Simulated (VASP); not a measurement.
# ScIn3N2 (P3m1) in VASP: notebook

Runs on ScIn3N2. Level: PBE. Tasks: relaxation of cell and atoms.

Everything below comes from runs of VASP 6.6.1. Logs are shortened: lines on timing, memory, paths and dates and some standing lists are left out, and cuts for length are marked.

### 1 The structure

Symmetry: P3m1, No. 156, trigonal system. The conventional cell has a = 3.454 Å, b = 3.454 Å, c = 10.153 Å, α = 90.00°, β = 90.00°, γ = 120.00°. Sc (site symmetry 3m) is surrounded by 3 N at 2.15 Å. In (site symmetry 3m) is surrounded by 3 N at 2.64 Å. In (site symmetry 3m) is surrounded by 3 N at 2.52 Å. In (site symmetry 3m) has 3 N at 2.30 Å as nearest neighbours. Around N (site symmetry 3m) lie 3 Sc at 2.15 Å. Around N (site symmetry 3m) lie 6 In at 2.30 to 2.52 Å.

The cell was built by a generator and needn't be a form met in nature.

### 2 Relaxation of cell and atoms, PBE

The input, INCAR:

```
SYSTEM = ScIn3N2
  PREC = Accurate
  ENCUT = 520
  EDIFF = 1E-6
  ISMEAR = 0
  SIGMA = 0.1
  LREAL = .FALSE.
  LASPH = .TRUE.
  NELM = 120
  ALGO = Normal
  ISIF = 3
  LWAVE = .FALSE.
  LCHARG = .FALSE.
  GGA = PE
  IBRION = 2
  NSW = 90
  EDIFFG = -0.01
  KPAR = 4
```

The input, KPOINTS:

```
Automatic mesh
0
G
  10 10 4
  0 0 0
```

The input, POSCAR:

```
ScIn3N2
1.0
    3.4538909900      0.0000000000      0.0000000000
   -1.7269455000      2.9911573400      0.0000000000
    0.0000000000      0.0000000000     10.1530000000
Sc In N
1 3 2
Direct
    0.3333333300      0.6666666700      0.7535703700
    0.6666666700      0.3333333300      0.5038904800
    0.6666666700      0.3333333300      0.0050231500
    0.3333333300      0.6666666700      0.2689845400
    0.0000000000      0.0000000000      0.6737910000
    0.0000000000      0.0000000000      0.1568994400
```

Potentials or basis: VASP PAW PBE potentials, release 64 (Sc_sv, In_d, N).

Started as:

```
$ cat potpaw_PBE.64/Sc_sv/POTCAR potpaw_PBE.64/In_d/POTCAR potpaw_PBE.64/N/POTCAR > POTCAR
$ mpirun -np 4 vasp_std > vasp.out
```

OUTCAR:

```text
SYSTEM = ScIn3N2
   PREC = Accurate
   ENCUT = 520
   EDIFF = 1E-6
   ISMEAR = 0
   LREAL = .FALSE.
   LASPH = .TRUE.
   NELM = 120
   ISIF = 3
   GGA = PE
   IBRION = 2
   NSW = 90
   EDIFFG = -0.01

 ion  position               nearest neighbor table
   1  0.333  0.667  0.754-   5 2.15   5 2.15   5 2.15   2 3.23   2 3.23   2 3.23   3 3.24   3 3.24
                             3 3.24
   2  0.667  0.333  0.504-   5 2.64   5 2.64   5 2.64   4 3.11   4 3.11   4 3.11   1 3.23   1 3.23
                             1 3.23
   3  0.667  0.333  0.005-   6 2.52   6 2.52   6 2.52   1 3.24   1 3.24   1 3.24   4 3.34   4 3.34
                             4 3.34
   4  0.333  0.667  0.269-   6 2.30   6 2.30   6 2.30   2 3.11   2 3.11   2 3.11   3 3.34   3 3.34
                             3 3.34
   5  0.000  0.000  0.674-   1 2.15   1 2.15   1 2.15   2 2.64   2 2.64   2 2.64
   6  0.000  0.000  0.157-   4 2.30   4 2.30   4 2.30   3 2.52   3 2.52   3 2.52

  LATTYP: Found a hexagonal cell.
 ALAT       =     3.4538909900
 C/A-ratio  =     2.9395832206

  Lattice vectors:

 A1 = (   3.4538909900,   0.0000000000,   0.0000000000)
 A2 = (  -1.7269455000,   2.9911573400,   0.0000000000)
 A3 = (   0.0000000000,   0.0000000000,  10.1530000000)

Analysis of symmetry for initial positions (statically):
=====================================================================
 Subroutine PRICEL returns:
 Original cell was already a primitive cell.

 Routine SETGRP: Setting up the symmetry group for a
 hexagonal supercell.

 Subroutine GETGRP returns: Found  6 space group operations
 (whereof  6 operations were pure point group operations)
 out of a pool of 24 trial point group operations.

The static configuration has the point symmetry C_3v.

Analysis of symmetry for dynamics (positions and initial velocities):
=====================================================================
 Subroutine PRICEL returns:
 Original cell was already a primitive cell.

 Routine SETGRP: Setting up the symmetry group for a
 hexagonal supercell.

 Subroutine GETGRP returns: Found  6 space group operations
 (whereof  6 operations were pure point group operations)
 out of a pool of 24 trial point group operations.

The dynamic configuration has the point symmetry C_3v.

 Subroutine INISYM returns: Found  6 space group operations
 (whereof  6 operations are pure point group operations),
 and found     1 'primitive' translations

----------------------------------------------------------------------------------------

                                     Primitive cell

  volume of cell :     104.8920

  direct lattice vectors                    reciprocal lattice vectors
     3.453890990  0.000000000  0.000000000     0.289528535  0.167159378  0.000000000
    -1.726945500  2.991157340  0.000000000     0.000000000  0.334318756  0.000000000
     0.000000000  0.000000000 10.153000000     0.000000000  0.000000000  0.098493056

  length of vectors
     3.453890990  3.453890993 10.153000000     0.334318756  0.334318756  0.098493056

  position of ions in fractional coordinates (direct lattice)
     0.333333330  0.666666670  0.753570370
     0.666666670  0.333333330  0.503890480
     0.666666670  0.333333330  0.005023150
     0.333333330  0.666666670  0.268984540
     0.000000000  0.000000000  0.673791000
     0.000000000  0.000000000  0.156899440

  ion indices of the primitive-cell ions
   primitive index   ion index
                 1           1
                 2           2
                 3           3
                 4           4
                 5           5
                 6           6

----------------------------------------------------------------------------------------

 KPOINTS: Automatic mesh

Automatic generation of k-mesh.
 Grid dimensions read from file:
 generate k-points for:   10   10    4

 Generating k-lattice:

  Cartesian coordinates                     Fractional coordinates (reciprocal lattice)
     0.028952854  0.016715938  0.000000000     0.100000000  0.000000000  0.000000000
     0.000000000  0.033431876  0.000000000     0.000000000  0.100000000  0.000000000
     0.000000000  0.000000000  0.024623264     0.000000000  0.000000000  0.250000000

  Length of vectors
     0.033431876  0.033431876  0.024623264

  Shift w.r.t. Gamma in fractional coordinates (k-lattice)
     0.000000000  0.000000000  0.000000000

 Subroutine IBZKPT returns following result:
 ===========================================

 Found     50 irreducible k-points:

 Following reciprocal coordinates:
            Coordinates               Weight
  0.000000  0.000000  0.000000      1.000000
  0.100000 -0.000000  0.000000      6.000000
  0.200000 -0.000000  0.000000      6.000000
  0.300000  0.000000  0.000000      6.000000
  0.400000  0.000000  0.000000      6.000000
  0.500000  0.000000  0.000000      3.000000
[... 16 lines left out ...]
  0.000000  0.400000  0.250000      6.000000
  0.500000  0.000000  0.250000      6.000000
 [... further k-points ...]
   k-points           NKPTS =     50   k-points in BZ     NKDIM =     50   number of bands    NBANDS=     36
   number of dos      NEDOS =    301   number of ions     NIONS =      6
   total plane-waves  NPLWV =  62720
   dimension x,y,z NGX =    28 NGY =   28 NGZ =   80
   dimension x,y,z NGXF=    56 NGYF=   56 NGZF=  160
   ions per type =               1   3   2
   NGX,Y,Z   is equivalent  to a cutoff of  13.48, 13.48, 13.10 a.u.
   NGXF,Y,Z  is equivalent  to a cutoff of  26.95, 26.95, 26.20 a.u.
 SYSTEM =  ScIn3N2
   PREC   = accura    normal or accurate (medium, high low for compatibility)
   ISTART =      0    job   : 0-new  1-cont  2-samecut
   ICHARG =      2    charge: 1-file 2-atom 10-const
   ISPIN  =      1    spin polarized calculation?
   LNONCOLLINEAR =      F non collinear calculations
   LSORBIT =      F    spin-orbit coupling
   LASPH  =      T    aspherical Exc in radial PAW
   ENCUT  =  520.0 eV  38.22 Ry    6.18 a.u.   6.42  6.42 18.88*2*pi/ulx,y,z
   NELM   =    120;   NELMIN=  2; NELMDL= -5     # of ELM steps
   EDIFF  = 0.1E-05   stopping-criterion for ELM
   LREAL  =      F    real-space projection
   EDIFFG = -.1E-01   stopping-criterion for IOM
   NSW    =     90    number of steps for IOM
   IBRION =      2    ionic relax: 0-MD 1-quasi-New 2-CG
   NFREE  =      1    steps in history (QN), initial steepest desc. (CG)
   ISIF   =      3    stress and relaxation
   ISYM   =      2    0-nonsym 1-usesym 2-fastsym
   POTIM  = 0.5000    time-step for ionic-motion
   TEBEG  =    0.0;   TEEND  =   0.0 temperature during run
   PSTRESS=    0.0 pullay stress
   NELECT =      60.0000    total number of electrons
   NUPDOWN=      -1.0000    fix difference up-down
   EMIN   =  10.00;   EMAX   =-10.00  energy-range for DOS
   EFERMI =   0.00;   METHOD = LEGACY
   ISMEAR =     0;   SIGMA  =   0.10  broadening in eV -4-tet -1-fermi 0-gaus
   EFERMI_NEDOS =   21; number of points for ismear=-14 and -15
   IALGO  =     38    algorithm
   IMIX   =      4    mixing-type and parameters
     AMIX     =   0.40;   BMIX     =  1.00
     AMIX_MAG =   1.60;   BMIX_MAG =  1.00
  volume/ion in A,a.u.               =      17.48       117.97
  Fermi-wavevector in a.u.,A,eV,Ry     =   1.358974  2.568089 25.127381  1.846810
  Thomas-Fermi vector in A             =   2.485762
   LORBIT       =      0    0 simple, 1 ext, 2 COOP (PROOUT), +10 PAW based schemes
   GGA     = PE    functional components
   LHFCALC =     F    Hartree Fock is set to
   AEXX    =    0.0000 exact exchange contribution
   IVDW    =     0    specifies the selected vdW correction
   LEPSILON=     F    determine dielectric tensor
   LRPA    =     F    only Hartree local field effects (RPA)
 conjugate gradient relaxation of ions
 non-spin polarized calculation
 Gauss-broadening in eV      SIGMA  =   0.10
  energy-cutoff  :      520.00
  volume of cell :      104.89
 maximum number of plane-waves:      2862
 NGX is ok and might be reduce to    28
   NGX = 13   NGY = 13   NGZ = 37

--------------------------------------- Ionic step        1  -------------------------------------------

 number of electron      59.9999994 magnetization

 Free energy of the ion-electron system (eV)
  ---------------------------------------------------
  ext. energy  EPLUGINS =         0.00000000
  ---------------------------------------------------
  free energy    TOTEN  =       -31.51790896 eV

  energy without entropy =      -31.50318945  energy(sigma->0) =      -31.51054920

------------------------ aborting loop because EDIFF is reached ----------------------------------------

  FORCE on cell =-STRESS in cart. coord.  units (eV):
  Direction    XX          YY          ZZ          XY          YZ          ZX
  --------------------------------------------------------------------------------------
  -------------------------------------------------------------------------------------
  Total       -0.4120280     -0.4120280      2.4761145      0.0000000      0.0000000      0.0000000
  in kB       -6.2935405     -6.2935405     37.8215243      0.0000000      0.0000000      0.0000000
  external PRESSURE =       8.4114811 kB  Pullay stress =       0.0000000 kB
[... 101 lines left out ...]
  FREE ENERGIE OF THE ION-ELECTRON SYSTEM (eV)
  ---------------------------------------------------
  free  energy   TOTEN  =       -31.5818783095 eV

  energy  without entropy=      -31.5655249787  energy(sigma->0) =      -31.57370164

[... ionic steps 4 to 34 ...]

--------------------------------------- Ionic step       35  -------------------------------------------

 number of electron      60.0000000 magnetization

------------------------ aborting loop because EDIFF is reached ----------------------------------------
[... 75 lines left out ...]
--------------------------------------- Ionic step       37  -------------------------------------------

 number of electron      60.0000000 magnetization

 Free energy of the ion-electron system (eV)
  ---------------------------------------------------
  ext. energy  EPLUGINS =         0.00000000
  ---------------------------------------------------
  free energy    TOTEN  =       -31.79663916 eV

  energy without entropy =      -31.78713755  energy(sigma->0) =      -31.79188835

 E-fermi :   6.2110     XC(G=0): -10.4011

 val. band max:        6.1969018557   @ k =   0.1000   0.1000   0.5000
 cond. band min:       6.2178114603   @ k =   0.2000  -0.0000   0.5000
 fundamental gap:      0.0209096046
 Fermi energy:         6.2110242494

 k-point     1 :       0.0000    0.0000    0.0000
  band No.  band energies     occupation
      1     -42.5383      2.00000
      2     -21.3420      2.00000
      3     -21.0425      2.00000
      4     -21.0425      2.00000
      5      -8.3514      2.00000
      6      -8.2034      2.00000
[... 925 lines left out ...]
     35       9.7493      0.00000
     36       9.7679      0.00000

 [... further k-points ...]

------------------------ aborting loop because EDIFF is reached ----------------------------------------

  FORCE on cell =-STRESS in cart. coord.  units (eV):
  Direction    XX          YY          ZZ          XY          YZ          ZX
  --------------------------------------------------------------------------------------
  -------------------------------------------------------------------------------------
  Total       -0.0034464     -0.0034464     -0.0281532      0.0000000      0.0000000      0.0000000
  in kB       -0.0482866     -0.0482866     -0.3944444      0.0000000      0.0000000      0.0000000
  external PRESSURE =      -0.1636725 kB  Pullay stress =       0.0000000 kB
[... 21 lines left out ...]
  FREE ENERGIE OF THE ION-ELECTRON SYSTEM (eV)
  ---------------------------------------------------
  free  energy   TOTEN  =       -31.7966391567 eV

  energy  without entropy=      -31.7871375522  energy(sigma->0) =      -31.79188835

 reached required accuracy - stopping structural energy minimisation
```

Wall time 15 min (4 MPI ranks of AMD EPYC 9R14 (Zen 4), shared host); peak memory 0.35 GiB.

What came out:

- Free energy: -31.7966 eV
- Relaxed volume: 19.06 Å³/atom
- Relaxed cell: a = 3.388 Å, b = 3.388 Å, c = 11.507 Å, α = 90.00°, β = 90.00°, γ = 120.00°
- Space group after relaxing (to 0.05 Å): P3m1 (No. 156)
- Energy gained by relaxing: 46.5 meV/atom
- Ionic steps: 37
- Pressure after relaxing: 0.0 GPa
- Largest force after relaxing: 0.010 eV/Å
- Band gap on the k mesh: none (metal or under the smearing width)

Forces in eV/Å, atoms in the order of the input:
```
Sc   0.000  0.000  0.004
In   0.000  0.000  0.007
In   0.000  0.000  0.001
In   0.000  0.000 -0.010
N    0.000  0.000 -0.004
N    0.000  0.000  0.002
```

Step by step:
| step | energy change (eV) | largest force (eV/Å) | pressure (GPa) | volume (Å³) |
| --- | --- | --- | --- | --- |
| 1 | 0.0000 | 0.4773 | 0.84 | 104.89 |
| 2 | -0.0494 | 0.4227 | -0.06 | 106.27 |
| 3 | -0.0640 | 0.5114 | -0.76 | 107.56 |
| 4 | -0.0835 | 0.2795 | 0.83 | 106.70 |
| 5 | -0.0840 | 0.2343 | 1.10 | 106.54 |
| 6 | -0.1030 | 0.1999 | 0.72 | 107.86 |
| 7 | -0.1223 | 0.4256 | -0.20 | 111.41 |
| 8 | -0.1427 | 0.4952 | -0.34 | 112.55 |
| 9 | -0.1903 | 0.4715 | -0.76 | 115.96 |
| 10 | -0.0595 | 0.6674 | -1.21 | 122.85 |
| 11 | -0.1946 | 0.4064 | -0.70 | 116.78 |
| 12 | -0.2135 | 0.3971 | 0.83 | 115.13 |
| 13 | -0.2139 | 0.3674 | 0.63 | 115.33 |
| 14 | -0.2303 | 0.2502 | -0.60 | 116.51 |
| 15 | -0.2308 | 0.2288 | -0.44 | 116.34 |
| 16 | -0.2416 | 0.2466 | 0.06 | 115.08 |
| 17 | -0.2448 | 0.2723 | 0.76 | 113.55 |
| 18 | -0.2500 | 0.2727 | 0.48 | 113.60 |
| 19 | -0.2553 | 0.4179 | -0.15 | 113.70 |
| 20 | -0.2633 | 0.3111 | -0.03 | 113.54 |
| 21 | -0.2740 | 0.0884 | 0.41 | 113.06 |
| 22 | -0.2757 | 0.0836 | -0.04 | 113.84 |
| 23 | -0.2757 | 0.0835 | -0.14 | 113.99 |
| 24 | -0.2765 | 0.0459 | -0.01 | 113.98 |
| 25 | -0.2765 | 0.0545 | 0.05 | 113.98 |
| 26 | -0.2771 | 0.0441 | 0.02 | 114.09 |
| 27 | -0.2776 | 0.0478 | -0.02 | 114.27 |
| 28 | -0.2776 | 0.0502 | -0.04 | 114.31 |
| 29 | -0.2780 | 0.0324 | -0.02 | 114.27 |
| 30 | -0.2783 | 0.0277 | 0.06 | 114.17 |
| 31 | -0.2786 | 0.0179 | -0.05 | 114.40 |
| 32 | -0.2786 | 0.0172 | -0.08 | 114.41 |
| 33 | -0.2785 | 0.0359 | 0.10 | 114.24 |
| 34 | -0.2786 | 0.0138 | 0.01 | 114.34 |
| 35 | -0.2787 | 0.0152 | 0.01 | 114.33 |
| 36 | -0.2787 | 0.0161 | 0.01 | 114.32 |
| 37 | -0.2787 | 0.0098 | -0.02 | 114.35 |

Final structure:
```
Sc In N
1.0
     3.38754    0.00000    0.00000
    -1.69377    2.93369    0.00000
     0.00000    0.00000   11.50678
Sc In N
1 3 2
Direct
  0.33333 0.66667 0.76746
  0.66667 0.33333 0.52003
  0.66667 0.33333 0.00525
  0.33333 0.66667 0.24456
  0.00000 0.00000 0.70731
  0.00000 0.00000 0.11755
```

Caveat: this functional lacks dispersion, which binds the layers, so the pressure and a relaxed spacing across them are unreliable.

### 3 Relaxation of cell and atoms, PBE

This run uses another cell than the first one, of 19.06 Å³/atom, 1.090 times its volume.

Changes to INCAR since step 2:

```diff
@@ -3,3 +3,3 @@
   ENCUT = 520
-  EDIFF = 1E-6
+  EDIFF = 1E-7
   ISMEAR = 0
@@ -15,4 +15,5 @@
   IBRION = 2
-  NSW = 90
-  EDIFFG = -0.01
+  NSW = 60
+  EDIFFG = -0.005
+  POTIM = 0.3
   KPAR = 4
```

KPOINTS is that of step 2.

The input, POSCAR:

```
ScIn3N2                                 
1.0
    3.3875369664      0.0000000001      0.0000000000
   -1.6937684880      2.9336930698     -0.0000000000
    0.0000000000      0.0000000000     11.5067845033
  Sc              In              N             
     1     3     2
Direct
     0.3333333300000021    0.6666666699999979    0.7674577659547401
     0.6666666699999979    0.3333333300000021    0.5200345932469215
     0.6666666699999979    0.3333333300000021    0.0052484086171128
     0.3333333300000021    0.6666666699999979    0.2445617125760769
     0.0000000000000000    0.0000000000000000    0.7073066862323104
     0.0000000000000000    0.0000000000000000    0.1175498133728353
```

Potentials or basis: VASP PAW PBE potentials, release 64 (Sc_sv, In_d, N).

Started as:

```
$ cat potpaw_PBE.64/Sc_sv/POTCAR potpaw_PBE.64/In_d/POTCAR potpaw_PBE.64/N/POTCAR > POTCAR
$ mpirun -np 4 vasp_std > vasp.out
```

It took 9.5 min on 4 MPI ranks of AMD EPYC 9R14 (Zen 4), shared host; peak memory 0.37 GiB.

It converged, with:

```
Free energy                            : -31.8137 eV
Relaxed volume                         : 19.16 Å³/atom
Relaxed cell                           : a = 3.384 Å, b = 3.384 Å, c = 11.590 Å, α = 90.00°, β = 90.00°, γ = 120.00°
Space group after relaxing (to 0.05 Å) : P3m1 (No. 156)
Energy gained by relaxing              : 0.2 meV/atom
Ionic steps                            : 21
Pressure after relaxing                : 0.0 GPa
Band gap on the k mesh                 : none (metal or under the smearing width)
```

Forces on the atoms (eV/Å):
```
Sc   0.000  0.000  0.000
In   0.000  0.000  0.002
In   0.000  0.000 -0.002
In   0.000  0.000  0.003
N    0.000  0.000 -0.001
N    0.000  0.000 -0.001
```

The path:
```csv
step,energy change (eV),largest force (eV/Å),pressure (GPa),volume (Å³)
1,0.0000,0.0127,0.14,114.35
2,-0.0002,0.0264,0.04,114.52
3,-0.0004,0.0491,-0.13,114.79
4,-0.0005,0.0444,-0.09,114.81
5,-0.0007,0.0342,-0.04,114.84
6,-0.0007,0.0184,0.00,114.80
7,-0.0007,0.0140,0.03,114.76
8,-0.0007,0.0169,0.04,114.75
9,-0.0008,0.0132,0.01,114.80
10,-0.0008,0.0131,-0.04,114.86
11,-0.0008,0.0139,-0.03,114.86
12,-0.0009,0.0153,-0.02,114.85
13,-0.0010,0.0188,0.01,114.84
14,-0.0010,0.0208,0.01,114.83
15,-0.0010,0.0139,0.02,114.87
16,-0.0011,0.0102,0.02,114.92
17,-0.0011,0.0075,-0.05,115.03
18,-0.0011,0.0062,-0.02,114.98
19,-0.0011,0.0100,0.01,114.95
20,-0.0011,0.0058,0.00,114.96
21,-0.0011,0.0026,0.00,114.96
```

Final structure:
```
Sc In N
1.0
     3.38427    0.00000    0.00000
    -1.69214    2.93087    0.00000
     0.00000    0.00000   11.58995
Sc In N
1 3 2
Cartesian
  0.0000 1.9539 8.9028
  1.6921 0.9770 6.0515
  1.6921 0.9770 0.0575
  0.0000 1.9539 2.8158
  1.6921 2.9309 8.2029
  0.0000 0.0000 1.3467
```

Levels at points of the mesh, in eV from the Fermi level:
| k point | band 28 | band 29 | band 30 | band 31 | band 32 | band 33 |
| --- | --- | --- | --- | --- | --- | --- |
| (0.00, 0.00, 0.00) | -1.00 | -0.80 | -0.80 | 1.71 | 2.90 | 3.15 |
| (0.50, 0.00, 0.00) | -1.77 | -1.73 | -0.46 | -0.05 | 0.78 | 2.10 |
| (0.00, 0.00, 0.50) | -0.80 | -0.80 | -0.24 | 0.87 | 3.15 | 3.15 |
| (0.50, 0.00, 0.50) | -1.82 | -1.77 | -0.67 | 0.09 | 0.69 | 2.01 |

Caveat: this functional lacks dispersion, which binds the layers, so the pressure and a relaxed spacing across them are unreliable.
